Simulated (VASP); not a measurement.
VASP ran on this input.

**KPOINTS**
```
Automatic mesh
0
Gamma
17 17 17
0 0 0
```

**INCAR**
```
# general
SYSTEM  = Mo
PREC    = Accurate
ENCUT   = 500
LREAL   = .False.   # projection in real space or not
LASPH   = .True.

# electronic loop
EDIFF   = 1E-6   # SCF stop (eV)
NELM    = 100   # most electronic steps
ALGO    = Normal
LMAXMIX = 4   # l cut-off of mixed one-centre charges

# smearing
ISMEAR  = 1   # Methfessel-Paxton
SIGMA   = 0.1

# functional
GGA     = PE   # PBE

# ions
IBRION  = 2
NSW     = 40   # most ionic steps
ISIF    = 3
EDIFFG  = -0.02
PSTRESS = 450

# output
LWAVE   = .False.
LCHARG  = .False.
```

File POSCAR:
```
Mo
1
   -1.5141358283     1.5141358283     1.5141358283
    1.5141358283    -1.5141358283     1.5141358283
    1.5141358283     1.5141358283    -1.5141358283
Mo
1
Direct
  1.0000000000   0.0000000000   0.0000000000
```

POTCAR, in this order: Mo_sv (PBE.64 set). Program: vasp_std.

Task: Write an equivalent input for Ansatz.

Result: One equivalent input (not run):
Ansatz 0.2 input:
```yaml
crystal:
  lattice:
    - [-1.5141358, 1.5141358, 1.5141358]
    - [1.5141358, -1.5141358, 1.5141358]
    - [1.5141358, 1.5141358, -1.5141358]
  atoms:
    - { symbol: Mo, position: [1.0000000, 0.0000000, 0.0000000] }
kpoints:
  mp_grid: { grid: [17, 17, 17] }
hamiltonian:
  xc: pbe
  pseudopotentials: { kind: paw }
scf:
  occupations: { method: methfessel_paxton, width: 0.1 }
  max_iter: 100
relax:
  max_steps: 40
  f_tol: 0.02
  cell: { p_target: 45 }
output: { forces: true, stress: true, eigenvalues: true }
```
What does not carry over: each code has its own PAW files, so the cut-off isn't converted (ENCUT is set for VASP's; basis.ecutwfc is left out, and Ansatz then takes the one that its files recommend); Ansatz stops its SCF on the density residual and VASP on the energy change (EDIFF).

The compound is Mo in the bcc structure. It was relaxed first under an external pressure of 45 GPa.
